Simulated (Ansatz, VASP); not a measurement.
## Cross-check of TaSeS between VASP and Ansatz

One calculation is typed for both programs; each brings its own data sets and cutoff. How far apart do they land? The cell is taken from a series of runs on this material, whose earlier steps may have relaxed or scaled it; both programs get it as it stands.

Program: Ansatz 0.2.0. Level of theory: plane waves, with VASP 6.6.1 beside it; single point at LDA and single point at r2SCAN. Results are calculated unless marked as measured.

## 1. The structure

The cell holds 6 atoms: 2 S, 2 Ta and 2 Se. Its edges and angles: a = 3.433 Å, b = 3.433 Å, c = 24.610 Å, α = 90.0°, β = 90.0°, γ = 120.0°. It derives from TaSeS. As first built, before any earlier steps moved the atoms: kind sheets cut from a layered crystal; sheets 2. Vacuum lies along c.

## 2. Ansatz: single point, LDA

Ansatz runs on its default PAW (the set named soft_2) files.

With cell and atoms fixed, the geometry can't cause a difference; cores, projectors, grids and the points listed under the comparison can.

Input file input.yaml:

```yaml
crystal:
  lattice:
    - [3.433327768, 0.0, 0.0]
    - [-1.716663884, 2.973349067, 0.0]
    - [0.0, 0.0, 24.6100817206]
  atoms:
    - { symbol: S, position: [0.333333333, 0.666666667, 0.695246847] }
    - { symbol: S, position: [0.333333333, 0.666666667, 0.435192855] }
    - { symbol: Ta, position: [0.0, 0.0, 0.634160684] }
    - { symbol: Ta, position: [0.0, 0.0, 0.374106692] }
    - { symbol: Se, position: [0.666666667, 0.333333333, 0.564807145] }
    - { symbol: Se, position: [0.666666667, 0.333333333, 0.304753153] }
hamiltonian:
  xc: lda
  pseudopotentials: { kind: paw }
kpoints:
  mp_grid: { grid: [9, 9, 1] }
scf:
  occupations: { method: gaussian, width: 0.05 }
  n_extra_bands: 5
efield:
  axis: 3
  dipole_correction: true
  ramp_width: 0.04
output:
  forces: true
  eigenvalues: true
```

Run with:

```sh
$ ansatz run input.yaml --threads 4 --pin off --max-ram 9216MiB --backend cpu --events-out ev --progress --plain --runs-dir out
```

Numbers of over 12 decimals in the logs are rounded to 6 here.

Output:

```text
scf.n_extra_bands = 5 over 35 filled bands (N_el = 70.0): the run solves 40 bands
Engine: ansatz 0.2.0, x86_64-unknown-linux-gnu
Pseudopotentials: kind: paw
Pseudopotential: S, paw, valence charge 6, recommended cutoff 420 eV (normal), S.paw.azcp
Pseudopotential: Ta, paw, valence charge 13, recommended cutoff 420 eV (normal), Ta.paw.azcp
Pseudopotential: Se, paw, valence charge 16, recommended cutoff 420 eV (normal), Se.paw.azcp
Functional definition: SPW92
  exchange = slater_x
  correlation = pw_c
Crystal: 6 atoms, lattice volume = 251.232 Å³
Basis set: ecut = 420 eV, 4871 PW (Γ)
Bands: 40, of which v1, the nominal top of the filled ones, is band 35 counted from 1 (34 counted from 0)
Symmetry: 6 space group operations
Space group: P3m1 (ITA 156), of the structure as read, at distance tolerance 6.3e-5 Å
k-points: 12 of 81 (time reversal used)
Non-local potential: S, projectors of the file, l = 0: 2, l = 1: 2, l = 2: 2
Non-local potential: Ta, projectors of the file, l = 0: 3, l = 1: 2, l = 2: 2, l = 3: 1
Non-local potential: Se, projectors of the file, l = 0: 2, l = 1: 2, l = 2: 3, l = 3: 1
PAW form: soft (Blöchl's): semilocal exchange-correlation on the pseudo side does not see the compensation charge
PAW frozen core: S, regenerated for the run's functional, and the local potential with it (the file was generated under x = pbe(κ = 0.804, μ = 0.219515), c = pbe(β = 0.066725))
PAW frozen core: Ta, regenerated for the run's functional, and the local potential with it (the file was generated under x = pbe(κ = 0.804, μ = 0.219515), c = pbe(β = 0.066725))
PAW frozen core: Se, regenerated for the run's functional, and the local potential with it (the file was generated under x = pbe(κ = 0.804, μ = 0.219515), c = pbe(β = 0.066725))
PAW one-centre angular grid: S, 110 points (default); XC on 64 Gauss nodes
PAW one-centre angular grid: Ta, 590 points (default); XC on 64 Gauss nodes
PAW one-centre angular grid: Se, 590 points (default); XC on 64 Gauss nodes
Initial density: superposition of atomic densities (neutral atoms: chi_scale 0, normalization atom), corrected by the library's trained network
Initial wavefunctions: pseudopotential atomic-orbital guess
Functional: x = slater, c = lda
SCF iter   1: F=—  HF=-31876.244748 eV  |F-HF|=—  |Δ(HF+E_count)|=         —  Δρ=7.83e-3  dr2=3.74e0  ethr=1.77e-3  p=-0.058 e·Å  D=-4.14e-2 V/Å  ΔV_dip=1.02 eV  dr2_dipole=2.04e0  V_vac-E_F(+/−)=5.96/4.95 eV  ⟨swp⟩=7.8  Hψ=1911  notcnv=0
efield: sawtooth ramp at fractional position 0.9800 (placed from the atoms, in the widest stretch of the axis that holds none; the zero of the levels goes with the place), width 0.0400; the density the first Hamiltonian is built on has a dipole p = -0.058 e·Å; the dipole correction subtracts the counter field D = -4.14e-2 V/Å, which shifts the + side's vacuum level by +1.02 eV against the − side's; the planar-averaged density in the ramp window peaks in size at 5.2e-5 e/Å³
preconditioner: auto → LDOS  [metal: Δε(μ)=0.045 eV  Ē_g=7.161 eV  σ=0.050 eV  W_gap=0.46  n_scr=46 (ndim 8)  ℏωp=13.7 eV  f_vac=0.484  D(μ)=5.50/eV (n_scr^D=14)  β→1.0]
SCF iter   2: F=—  HF=-31876.184942 eV  |F-HF|=—  |Δ(HF+E_count)|=   5.98e-2  Δρ=2.72e-3  dr2=2.12e-1  ethr=1.77e-3  p=-0.029 e·Å  D=-2.10e-2 V/Å  ΔV_dip=0.52 eV  dr2_dipole=9.54e-2  V_vac-E_F(+/−)=5.57/5.05 eV  ⟨swp⟩=1.0  Hψ=576  notcnv=0
SCF iter   3: F=—  HF=-31876.177453 eV  |F-HF|=—  |Δ(HF+E_count)|=   7.49e-3  Δρ=1.13e-3  dr2=1.19e-2  ethr=3.02e-4  p=-0.024 e·Å  D=-1.71e-2 V/Å  ΔV_dip=0.42 eV  dr2_dipole=5.79e-3  V_vac-E_F(+/−)=5.43/5.01 eV  ⟨swp⟩=2.2  Hψ=586  notcnv=0  defer=6
SCF iter   4: F=—  HF=-31876.175863 eV  |F-HF|=—  |Δ(HF+E_count)|=   1.59e-3  Δρ=3.44e-4  dr2=1.85e-3  ethr=1.70e-5  p=-0.020 e·Å  D=-1.41e-2 V/Å  ΔV_dip=0.35 eV  dr2_dipole=3.06e-4  V_vac-E_F(+/−)=5.40/5.05 eV  ⟨swp⟩=2.2  Hψ=658  notcnv=0  defer=7
SCF iter   5: F=—  HF=-31876.175747 eV  |F-HF|=—  |Δ(HF+E_count)|=   1.16e-4  Δρ=9.59e-5  dr2=6.82e-5  ethr=2.64e-6  p=-0.020 e·Å  D=-1.44e-2 V/Å  ΔV_dip=0.35 eV  dr2_dipole=4.98e-7  V_vac-E_F(+/−)=5.39/5.04 eV  ⟨swp⟩=2.2  Hψ=616  notcnv=0  defer=7
SCF iter   6: F=—  HF=-31876.175652 eV  |F-HF|=—  |Δ(HF+E_count)|=   9.57e-5  Δρ=2.35e-5  dr2=1.01e-5  ethr=9.74e-8  p=-0.020 e·Å  D=-1.42e-2 V/Å  ΔV_dip=0.35 eV  dr2_dipole=4.81e-6  V_vac-E_F(+/−)=5.39/5.04 eV  ⟨swp⟩=2.6  Hψ=689  notcnv=0  defer=7
SCF iter   7: F=—  HF=-31876.175652 eV  |F-HF|=—  |Δ(HF+E_count)|=   3.92e-7  Δρ=7.52e-6  dr2=8.10e-7  ethr=1.44e-8  p=-0.020 e·Å  D=-1.42e-2 V/Å  ΔV_dip=0.35 eV  dr2_dipole=1.76e-7  V_vac-E_F(+/−)=5.39/5.04 eV  ⟨swp⟩=2.0  Hψ=626  notcnv=0  defer=8
SCF iter   8: F=-31876.175652 eV  HF=-31876.175652 eV  |F-HF|=3.24e-9  |Δ(HF+E_count)|=   7.21e-8  Δρ=1.83e-6  dr2=9.89e-9  ethr=1.43e-10  p=-0.020 e·Å  D=-1.42e-2 V/Å  ΔV_dip=0.35 eV  dr2_dipole=2.88e-9  V_vac-E_F(+/−)=5.39/5.04 eV  ⟨swp⟩=9.3  Hψ=2122  notcnv=0
SCF 1 converged in 8 iterations: F = -31876.175652 eV  dr2 = 9.89e-9
  greatest PAW one-centre occupation: 1.000 electrons in one spin orbital (limit 2), on the Ta atom at site 3 (counted from 0), in its partial waves of l = 0
SCF converged after 8 iterations
Free energy (F): -31876.175652 eV
Harris-Foulkes:  -31876.175652 eV  (|F-HF|=3.24e-9)
Internal energy: -31876.171373 eV  (E = F + TS)
E sigma→0 (E₀):  -31876.173513 eV
Entropy (-TS):   -0.004279 eV (-0.713 meV/atom)
Fermi energy:    2.668337 eV
Dipole field:    D = -0.014135 V/Å  (p = -0.019625 e·Å, saw-weighted, corrected)
Work function:   Φ+ = 5.3901 eV   Φ− = 5.0423 eV
Levels:          The Fermi level and band energies are counted from a zero that moves with the ramp; work functions are not
--- Per-component energies (eV) ---
  E_band       = -1659.670773
  E_kinetic    = 1181.507119
  E_local      = -54980.006778  (includes V_loc(G=0)·N_el)
  E_nonlocal   = -1080.192683
  E_hartree    = 26909.284218
  E_xc         = -832.447337
  E_vxc        = -779.425172  (∫ρ·V_xc dr)
  E_paw        = -21088.690146  (= ΣΔE_a)
  E_vpaw       = 180.306867  (= ΣTr[D̂ρ^β])
  E_aug_tail   = -0.000878  (compensation charges beyond the density's cutoff)
  E_efield     = 0.000139  (sawtooth field / dipole correction)
  E_vefield    = -0.416091  (∫n·V_field dr)
  E_ewald      = 18009.116049
  E_core_change = 5.258925  (= ΣΔE_core)
  E_smearing   = -0.004279  (= −TS)
  E_closure    = 0.000000  (closes the sum)
  Σ components = -31876.175652   (vs F -31876.175652, Δ=0.00e0)
--- Forces (eV/Å), atoms counted from 1 ---
  atom   1  S      0.00000000     0.00000000    -0.79726836
  atom   2  S      0.00000000     0.00000000    -0.66304595
  atom   3  Ta    -0.00000000    -0.00000000     0.03857319
  atom   4  Ta     0.00000000    -0.00000000     0.05871046
  atom   5  Se     0.00000000     0.00000000     0.62300940
  atom   6  Se     0.00000000     0.00000000     0.74072729
  max |Σ_I F_I| component: 7.06e-4 eV/Å
--- Band table (eV; the first three rows and the last of 12) ---
  k-point 0: bands = [... 31 lower, 2.4713, 2.5231, 2.5231, 2.8770, 2.8770, 2.8832, 2.8853, 2.8853, ... 1 higher]
  k-point 1: bands = [... 31 lower, 1.1998, 1.7823, 1.8309, 2.7668, 2.8887, 3.4822, 3.5825, 3.5990, ... 1 higher]
  k-point 2: bands = [... 31 lower, 1.0124, 1.2262, 1.2819, 2.3323, 2.4384, 3.9033, 4.1911, 4.2346, ... 1 higher]
  k-point 11: bands = [... 31 lower, -0.6125, -0.5745, -0.4894, 4.0509, 4.0606, 4.0629, 4.0678, 4.3127, ... 1 higher]
```

In the SCF lines HF is the Harris–Foulkes energy and dr2 the Hartree energy of the density residual, in eV; the loop may stop once dr2 is under the threshold and the program's other checks hold. Hψ counts applications of the Hamiltonian.

## 3. VASP: single point, LDA

The same cell, functional (in two slightly different forms), mesh and smearing now go to VASP, with its own data sets and cutoff.

Lines of VASP's logs that name or quote its potential files are left out, and so is its time.

Input file INCAR:

```
SYSTEM = TaSeS
PREC = Accurate
ENCUT = 400
EDIFF = 1E-06
NELM = 100
ISMEAR = 0
SIGMA = 0.05
LREAL = .FALSE.
ALGO = Normal
GGA = PW92
NBANDS = 29
LASPH = .TRUE.
LORBIT = 11
LWAVE = .FALSE.
LCHARG = .FALSE.
KPAR = 2
ISIF = 0
LDIPOL = .TRUE.
IDIPOL = 3
DIPOL = 0.5 0.5 0.501
LVHAR = .TRUE.
```

Input file POSCAR:

```
TaSeS
1.0
    3.4333277680      0.0000000000      0.0000000000
   -1.7166638840      2.9733490670      0.0000000000
    0.0000000000      0.0000000000     24.6100817206
S Ta Se
2 2 2
Direct
    0.3333333330      0.6666666670      0.6952468470
    0.3333333330      0.6666666670      0.4351928550
    0.0000000000      0.0000000000      0.6341606840
    0.0000000000      0.0000000000      0.3741066920
    0.6666666670      0.3333333330      0.5648071450
    0.6666666670      0.3333333330      0.3047531530
```

Input file KPOINTS:

```
Automatic mesh
0
Gamma
9 9 1
0 0 0
```

The projector-augmented-wave data sets are S, Ta_pv and Se (LDA family, release 64).

Run with:

```sh
$ mpirun -np 2 vasp_std
```

Output:

```text
[banner, memory and clock lines left out]
running    2 mpi-ranks, on    1 nodes
 distrk:  each k-point on    1 cores,    2 groups
 distr:  one band on    1 cores,    1 groups

 POSCAR found type information on POSCAR S TaSe
 POSCAR found :  3 types and       6 ions
|                                                                             |
|               ----> ADVICE to this user running VASP <----                  |
|                                                                             |
|     You enforced a specific xc type in the INCAR file but a different       |
|     [... a line on the potential file left out ...]
|     I HOPE YOU KNOW WHAT YOU ARE DOING!                                     |
|                                                                             |

 LDA part: xc-table for (Slater(with rela. corr.)+PW92), standard interpolation
 POSCAR, INCAR and KPOINTS ok, starting setup
 FFT: planning ... GRIDC
 FFT: planning ... GRID_SOFT
 FFT: planning ... GRID
 WAVECAR not read
 entering main loop
       N       E                     dE             d eps       ncg     rms          rms(c)
DAV:   1     0.290868869742E+03    0.29087E+03   -0.19704E+04   840   0.108E+03
DAV:   2    -0.258706955192E+02   -0.31674E+03   -0.31020E+03   897   0.258E+02
DAV:   3    -0.507483171522E+02   -0.24878E+02   -0.24465E+02   822   0.705E+01
DAV:   4    -0.516632477159E+02   -0.91493E+00   -0.90721E+00   960   0.139E+01
DAV:   5    -0.516866557496E+02   -0.23408E-01   -0.23387E-01   931   0.220E+00    0.231E+01
DAV:   6    -0.490338033050E+02    0.26529E+01   -0.12332E+01   794   0.175E+01    0.119E+01
DAV:   7    -0.491620294835E+02   -0.12823E+00   -0.53618E+00   864   0.846E+00    0.433E+00
DAV:   8    -0.561685878478E+02   -0.70066E+01   -0.50796E+01  1080   0.193E+01    0.104E+01
DAV:   9    -0.486948430925E+02    0.74737E+01   -0.50292E+01   991   0.136E+01    0.171E+00
DAV:  10    -0.486982217681E+02   -0.33787E-02   -0.14716E+00   888   0.434E+00    0.898E-01
DAV:  11    -0.486921187062E+02    0.61031E-02   -0.13510E-01   938   0.153E+00    0.427E-01
DAV:  12    -0.486892298056E+02    0.28889E-02   -0.14825E-02   947   0.536E-01    0.288E-01
DAV:  13    -0.486886245656E+02    0.60524E-03   -0.38766E-03   913   0.261E-01    0.165E-01
DAV:  14    -0.486882925027E+02    0.33206E-03   -0.41939E-03   923   0.244E-01    0.558E-02
[...]
DAV:  21    -0.486888553245E+02   -0.64069E-04   -0.21678E-05   715   0.127E-02    0.808E-03
DAV:  22    -0.486888673625E+02   -0.12038E-04   -0.15680E-06   624   0.675E-03    0.622E-03
DAV:  23    -0.486888824294E+02   -0.15067E-04   -0.37415E-06   760   0.758E-03    0.218E-03
DAV:  24    -0.486888954181E+02   -0.12989E-04   -0.88948E-07   547   0.347E-03    0.244E-03
DAV:  25    -0.486888996164E+02   -0.41983E-05   -0.28207E-07   547   0.201E-03    0.281E-03
DAV:  26    -0.486889122979E+02   -0.12681E-04   -0.38879E-07   555   0.217E-03    0.143E-03
DAV:  27    -0.486889206624E+02   -0.83646E-05   -0.63035E-07   563   0.278E-03    0.971E-04
DAV:  28    -0.486889215646E+02   -0.90215E-06   -0.75031E-08   528   0.135E-03
   1 F= -.48688922E+02 E0= -.48686788E+02  d E =-.426726E-02
```

Parts of OUTCAR (step 3):

```text
ion  position               nearest neighbor table
   1  0.333  0.667  0.695-   3 2.49   3 2.49   3 2.49
   2  0.333  0.667  0.435-   4 2.49   4 2.49   4 2.49
   3  0.000  0.000  0.634-   1 2.49   1 2.49   1 2.49   5 2.62   5 2.62   5 2.62
   4  0.000  0.000  0.374-   2 2.49   2 2.49   2 2.49   6 2.62   6 2.62   6 2.62
   5  0.667  0.333  0.565-   3 2.62   3 2.62   3 2.62
   6  0.667  0.333  0.305-   4 2.62   4 2.62   4 2.62

  LATTYP: Found a hexagonal cell.
 ALAT       =     3.4333277680
 C/A-ratio  =     7.1679965863

 Subroutine GETGRP returns: Found  6 space group operations
 (whereof  6 operations were pure point group operations)

The static configuration has the point symmetry C_3v.

 Found     12 irreducible k-points:

   k-points           NKPTS =     12   k-points in BZ     NKDIM =     12   number of bands    NBANDS=     29

   dimension x,y,z NGX =    24 NGY =   24 NGZ =  162
   dimension x,y,z NGXF=    48 NGYF=   48 NGZF=  324

   ENCUT  =  400.0 eV  29.40 Ry    5.42 a.u.   5.60  5.60 40.13*2*pi/ulx,y,z

   NELECT =      46.0000    total number of electrons

 k-points in reciprocal lattice and weights: Automatic mesh
   0.00000000  0.00000000  0.00000000       0.012
   0.11111111  0.00000000  0.00000000       0.074
   0.22222222  0.00000000  0.00000000       0.074
   0.33333333  0.00000000  0.00000000       0.074
   0.44444444  0.00000000  0.00000000       0.074
   0.11111111  0.11111111  0.00000000       0.074
   0.22222222  0.11111111  0.00000000       0.148
   0.33333333  0.11111111  0.00000000       0.148
   0.44444444  0.11111111  0.00000000       0.074
   0.22222222  0.22222222  0.00000000       0.074
   0.33333333  0.22222222  0.00000000       0.148
   0.33333333  0.33333333  0.00000000       0.025

 dipolmoment           0.000000      0.000000      0.018784 electrons x Angstroem

 average (electrostatic) potential at core
       1 -92.3827       2 -92.4454       3 -44.2976       4 -44.2843       5 -64.6947
       6 -64.6637

 E-fermi :  -0.2241

 k-point     1 :       0.0000    0.0000    0.0000
  band No.  band energies     occupation
    ...
     18      -2.1810      2.00000
     19      -0.4125      2.00000
     20      -0.4125      2.00000
     21      -0.3608      1.99989
     22      -0.3608      1.99989
     23      -0.0200      0.00000
     24      -0.0200      0.00000
     25      -0.0116      0.00000
     26      -0.0115      0.00000
     27      -0.0115      0.00000
    ...

 k-point     2 :       0.1111    0.0000    0.0000
  band No.  band energies     occupation
    ...
     18      -1.9724      2.00000
     19      -1.7495      2.00000
     20      -1.6840      2.00000
     21      -1.1070      2.00000
     22      -1.0586      2.00000
     23      -0.1286      0.00689
     24      -0.0050      0.00000
     25       0.5927      0.00000
     26       0.6910      0.00000
     27       0.7078      0.00000
    ...

 k-point     3 :       0.2222    0.0000    0.0000
  band No.  band energies     occupation
    ...
     20      -1.8697      2.00000
     21      -1.6628      2.00000
     22      -1.6071      2.00000
     23      -0.5626      2.00000
     24      -0.4550      2.00000
     25       1.0137      0.00000
     26       1.2983      0.00000
     27       1.3421      0.00000
     28       1.4305      0.00000
     29       2.9169      0.00000

  energy-cutoff  :      400.00
  volume of cell :      251.23
      direct lattice vectors                 reciprocal lattice vectors
     3.433327768  0.000000000  0.000000000     0.291262608  0.168160545  0.000000000
    -1.716663884  2.973349067  0.000000000     0.000000000  0.336321090  0.000000000
     0.000000000  0.000000000 24.610081721     0.000000000  0.000000000  0.040633754

 POSITION                                       TOTAL-FORCE (eV/Angst)
 -----------------------------------------------------------------------------------
     -0.00000      1.98223     17.11008         0.000000     -0.000000     -0.771200
     -0.00000      1.98223     10.71013        -0.000000     -0.000000     -0.637406
      0.00000      0.00000     15.60675        -0.000000      0.000000      0.066477
      0.00000      0.00000      9.20680        -0.000000      0.000000      0.087762
      1.71666      0.99112     13.89995         0.000000     -0.000000      0.569123
      1.71666      0.99112      7.50000        -0.000000      0.000000      0.685244
 -----------------------------------------------------------------------------------
    total drift:                                0.000001     -0.000001     -0.000623

  FREE ENERGIE OF THE ION-ELECTRON SYSTEM (eV)
  ---------------------------------------------------
  free  energy   TOTEN  =       -48.6889215646 eV

  energy  without entropy=      -48.6846543061  energy(sigma->0) =      -48.68678794

 vacuum level on the upper side and lower side of the slab         5.163         4.830

 total charge
# of ion       s       p       d       tot
------------------------------------------
    1        1.351   2.356   0.000   3.706
    2        1.350   2.353   0.000   3.703
    3        0.298   6.186   2.274   8.758
    4        0.297   6.185   2.278   8.760
    5        1.479   2.342   0.053   3.874
    6        1.477   2.353   0.051   3.882
--------------------------------------------------
tot          6.251  21.776   4.656  32.683

[... 3 further parts left out ...]
```

## 4. Differences

Known differences besides the PAW data sets themselves: the data sets hold 70 valence electrons in Ansatz (default PAW (the set named soft_2) files) and 46 in VASP; the cutoff is 420 eV in Ansatz and 400 eV in VASP; Ansatz makes its cores anew for this functional, VASP keeps those of its LDA data sets. Total energies have different zeros and are not compared.

Both answers:

```csv
quantity,Ansatz,VASP,difference
"work function, lower of the two faces (eV)",5.04,5.05,-0.01
"work function, higher of the two faces (eV)",5.39,5.39,0.00
```

Forces (eV/Å; atoms numbered as in POSCAR):

```csv
atom,"Ansatz x, y, z","VASP x, y, z"
S1,"0.000, 0.000, -0.797","0.000, 0.000, -0.771"
S2,"0.000, 0.000, -0.663","0.000, 0.000, -0.637"
Ta3,"0.000, 0.000, 0.039","0.000, 0.000, 0.066"
Ta4,"0.000, 0.000, 0.059","0.000, 0.000, 0.088"
Se5,"0.000, 0.000, 0.623","0.000, 0.000, 0.569"
Se6,"0.000, 0.000, 0.741","0.000, 0.000, 0.685"
```

The forces differ by 22 meV/Å r.m.s., which is 7.0 % of the r.m.s. force of 0.32 eV/Å (both taken over all components).

## 5. Looking for the cause

The difference is large enough to ask for its cause, so further runs change the set-up of one program at a time, as the table lists.

```csv
run,r.m.s. force difference (% of the r.m.s. force)
as above,7.0
"VASP with GGA = CA, the Perdew-Zunger form of LDA",8.8
"VASP with the data sets S_GW, Ta_sv_GW and Se_GW, a cutoff of 520 eV and GGA = CA, the Perdew-Zunger form of LDA",6.8
"VASP with the data sets S_h, Ta_pv and Se, a cutoff of 650 eV and GGA = CA, the Perdew-Zunger form of LDA",9.1
```

[end of part 1 of 2]

[Lines on the potential files, build, host, timing and source positions are cut from VASP's logs without a mark.]

[Logs are printed without paths, hosts, clocks, repeated set-up lines and the standing remarks that a program may print on its own settings, such as how far it seeks lower states.]

[Hosts, paths, dates, database ids (printed as entryN), source tags and the programs' standing remarks are cut or masked in the printed files.]
